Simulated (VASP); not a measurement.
These are PBE GGA, VASP's PBE PAW potentials (set 64) (plane waves; VASP) values and carry that method's errors.

A VASP calculation is set up with these files.

### KPOINTS
```
Automatic mesh
0
Gamma
9 9 9
0 0 0
```

### INCAR
```
SYSTEM = AlN
PREC = Normal; ENCUT = 520; LREAL = .FALSE.
LASPH = .TRUE.
EDIFF = 1E-6; NELM = 100; ALGO = Normal
ISMEAR = 0; SIGMA = 0.05
GGA = PE
ISIF = 2
LWAVE = .FALSE.; LCHARG = .FALSE.
```

File POSCAR:
```
AlN
1
    0.0000000000     2.2338000000     2.2338000000
    2.2338000000     0.0000000000     2.2338000000
    2.2338000000     2.2338000000     0.0000000000
Al N
1 1
Direct
  0.0000000000   0.0000000000   0.0000000000
  0.2500000000   0.2500000000   0.2500000000
```

POTCAR, in this order: Al N (PBE.64 set). Program: vasp_std.

Output

### OSZICAR
```
       N       E                     dE             d eps       ncg     rms          rms(c)
DAV:   1     0.995239039659E+01    0.99524E+01   -0.39547E+03   584   0.826E+02
DAV:   2    -0.164463798635E+02   -0.26399E+02   -0.25201E+02   712   0.138E+02
DAV:   3    -0.170811610295E+02   -0.63478E+00   -0.63478E+00   688   0.269E+01
DAV:   4    -0.170831948114E+02   -0.20338E-02   -0.20338E-02   824   0.142E+00
DAV:   5    -0.170831974272E+02   -0.26158E-05   -0.26158E-05   704   0.468E-02    0.832E+00
DAV:   6    -0.148352630636E+02    0.22479E+01   -0.13828E+01   600   0.234E+01    0.287E+00
DAV:   7    -0.148289343550E+02    0.63287E-02   -0.93592E-02   568   0.332E+00    0.192E+00
DAV:   8    -0.148228588917E+02    0.60755E-02   -0.21074E-02   616   0.200E+00    0.429E-01
DAV:   9    -0.148224414894E+02    0.41740E-03   -0.10801E-03   784   0.263E-01    0.210E-01
DAV:  10    -0.148225564694E+02   -0.11498E-03   -0.33976E-04   600   0.154E-01    0.378E-02
DAV:  11    -0.148225538023E+02    0.26672E-05   -0.86310E-06   696   0.230E-02    0.174E-02
DAV:  12    -0.148225537912E+02    0.11114E-07   -0.18093E-06   592   0.125E-02
   1 F= -.14822554E+02 E0= -.14822554E+02  d E =-.734887E-12
```

### OUTCAR
```
------------------------ aborting loop because EDIFF is reached ----------------------------------------
  FORCE on cell =-STRESS in cart. coord.  units (eV):
  Direction    XX          YY          ZZ          XY          YZ          ZX
  --------------------------------------------------------------------------------------
  Total       -1.1107028     -1.1107028     -1.1107028      0.0000000      0.0000000     -0.0000000
  in kB      -79.8262274    -79.8262274    -79.8262274      0.0000000      0.0000000     -0.0000000
  external PRESSURE =     -79.8262274 kB  Pullay stress =       0.0000000 kB
  volume of cell :       22.29
      direct lattice vectors                 reciprocal lattice vectors
     0.000000000  2.233800000  2.233800000    -0.223833826  0.223833826  0.223833826
     2.233800000  0.000000000  2.233800000     0.223833826 -0.223833826  0.223833826
     2.233800000  2.233800000  0.000000000     0.223833826  0.223833826 -0.223833826
  FREE ENERGIE OF THE ION-ELECTRON SYSTEM (eV)
  ---------------------------------------------------
  free  energy   TOTEN  =       -14.8225537912 eV

  energy  without entropy=      -14.8225537912  energy(sigma->0) =      -14.82255379
```
(Selected blocks of OUTCAR.)

File OUTCAR:
```
 val. band max:        5.3490185667   @ k =   0.0000   0.0000   0.0000

 cond. band min:       8.8001356187   @ k =   0.4444   0.4444   0.0000


 Fermi energy:         5.5663122485

 k-point     1 :       0.0000    0.0000    0.0000
  band No.  band energies     occupation
      1      -9.2503      2.00000
      2       5.3490      2.00000
      3       5.3490      2.00000
      4       5.3490      2.00000
      5       8.9590      0.00000
      6      17.2537      0.00000
      7      17.2537      0.00000
      8      17.2537      0.00000

 k-point     2 :       0.1111    0.0000    0.0000
  band No.  band energies     occupation
      1      -9.0840      2.00000
      2       4.3806      2.00000
      3       5.2870      2.00000
      4       5.2870      2.00000
      5       9.7635      0.00000
      6      16.7901      0.00000
      7      17.3989      0.00000
      8      17.3989      0.00000

 k-point     3 :       0.2222    0.0000    0.0000
  band No.  band energies     occupation
      1      -8.6204      2.00000
      2       2.6295      2.00000
      3       5.1388      2.00000
      4       5.1388      2.00000
      5      10.9853      0.00000
      6      15.9189      0.00000
      7      17.2710      0.00000
      8      17.2710      0.00000

 k-point     4 :       0.3333    0.0000    0.0000
  band No.  band energies     occupation
      1      -7.9874      2.00000
      2       0.9783      2.00000
      3       4.9840      2.00000
      4       4.9840      2.00000
      5      11.7780      0.00000
      6      15.2039      0.00000
      7      16.6063      0.00000
      8      16.6063      0.00000

 k-point     5 :       0.4444    0.0000    0.0000
  band No.  band energies     occupation
      1      -7.4754      2.00000
      2      -0.0784      2.00000
      3       4.8899      2.00000
      4       4.8899      2.00000
      5      12.0887      0.00000
      6      14.8084      0.00000
      7      16.1367      0.00000
...
```

The compound is AlN in the zinc blende structure, a metastable form; wurtzite is the usual one. The cell was not relaxed at this level. The run is one of a series of settings (PREC = Normal against the base run), some of them coarse on purpose.
